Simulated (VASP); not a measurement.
Here is the system:

```yaml
crystal:
  lattice:
    - [1.61781, -2.80213, 0.00000]
    - [1.61781, 2.80213, 0.00000]
    - [0.00000, 0.00000, 5.19784]
  atoms:
    - { symbol: Zn, position: [0.66667, 0.33333, 0.50044] }
    - { symbol: Zn, position: [0.33333, 0.66667, 0.00044] }
    - { symbol: O, position: [0.66667, 0.33333, 0.88156] }
    - { symbol: O, position: [0.33333, 0.66667, 0.38156] }
```

Level of theory: SCAN meta-GGA, VASP's PBE PAW potentials (set 64) (plane waves; VASP). Numerical set-up: 520 eV cut-off, 9×9×5 Γ-centred mesh, tetrahedra with Blöchl corrections, potentials Zn O.

### Question
Predict the energy per atom (σ→0), band gap (over mesh and band path) with the smallest direct gap where there is one.

### Answer

```yaml
band gap (over mesh and band path): 1.17 eV
smallest direct gap (over mesh and band path): 1.17 eV
energy per atom (σ→0): -11.480 eV/atom
```

The compound is ZnO in the wurtzite structure. It was relaxed first.
